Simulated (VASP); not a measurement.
OSZICAR of a VASP run on Tm (relaxed from the bcc structure, space group Im-3m):

OSZICAR:
```
       N       E                     dE             d eps       ncg     rms          rms(c)
DAV:   1     0.341815699182E+01    0.34182E+01   -0.41585E+03  2032   0.811E+02
DAV:   2    -0.455126370060E+01   -0.79694E+01   -0.77577E+01  2640   0.910E+01
DAV:   3    -0.474650440270E+01   -0.19524E+00   -0.18757E+00  2664   0.922E+00
DAV:   4    -0.474804084322E+01   -0.15364E-02   -0.15432E-02  2896   0.835E-01
DAV:   5    -0.474804330226E+01   -0.24590E-05   -0.24725E-05  2760   0.315E-02    0.177E+01
DAV:   6    -0.474280047691E+01    0.52428E-02   -0.21398E-02  2944   0.172E+00    0.105E+01
DAV:   7    -0.474815075082E+01   -0.53503E-02   -0.33992E-02  3016   0.215E+00    0.245E-01
DAV:   8    -0.474790976909E+01    0.24098E-03   -0.13063E-03  2968   0.373E-01    0.484E-02
DAV:   9    -0.474791006513E+01   -0.29604E-06   -0.23481E-05  2664   0.513E-02    0.110E-02
DAV:  10    -0.474790824589E+01    0.18192E-05   -0.34178E-06  2968   0.202E-02    0.572E-03
DAV:  11    -0.474790821147E+01    0.34418E-07   -0.11115E-07  1544   0.372E-03
   1 F= -.47479082E+01 E0= -.47479082E+01  d E =0.000000E+00
```

Q: Which electronic solver shows in the log?

A: It is blocked Davidson (ALGO = Normal, or the opening steps of other solvers). The INCAR had ALGO = Normal.

Q: Can the final energy be trusted as converged?

A: The calculation finished and met its thresholds. It stopped with EDIFF = 1E-7, NELM = 100 (PBEsol GGA, plane waves, VASP's PBE PAW potentials (set 64)). The 4f electrons are frozen in the core of the lanthanide potential, so 4f levels, which can set the real gap, and their magnetism are missing.

The structure was generated: Tm was put into the bcc type (Im-3m), which need not be its known phase. It was relaxed first.
